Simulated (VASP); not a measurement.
```
CELL_PARAMETERS angstrom
      0.00000     2.84040     2.84040
      2.84040     0.00000     2.84040
      2.84040     2.84040     0.00000
ATOMIC_POSITIONS crystal
  Ge 0.00000 0.00000 0.00000
  Ge 0.25000 0.25000 0.25000
```

Level of theory: vdW-DF-cx, VASP's PBE PAW potentials (set 64) (plane waves; VASP). Numerical set-up: 520 eV cut-off, Gaussian smearing of 0.050 eV, potentials Ge_d.

### Question
Give the energies of bands 12 to 17 at the high-symmetry points, in eV from the Fermi level.

### Answer

| band | Γ | X | U | L | W |
|---|---|---|---|---|---|
| 12 | -0.13 | -8.85 | -8.27 | -7.56 | -8.76 |
| 13 | 0.00 | -3.04 | -4.28 | -1.39 | -3.86 |
| 14 | 0.00 | -3.04 | -2.60 | -1.39 | -3.86 |
| 15 | 0.00 | 0.74 | 1.14 | 0.11 | 4.25 |
| 16 | 2.52 | 0.74 | 4.04 | 3.72 | 4.25 |
| 17 | 2.52 | 9.37 | 7.10 | 3.72 | 4.69 |

It has no gap at this level: it comes out as a metal or semimetal.

Measured: gap 0.79 eV (computed value off by -0.79 eV), as given by Anna Miglio et al., npj Computational Materials (2020), arXiv:2011.12765 [measured zero-point renormalisation of 52 meV added back].

The compound is Ge in the diamond structure. It was relaxed first.
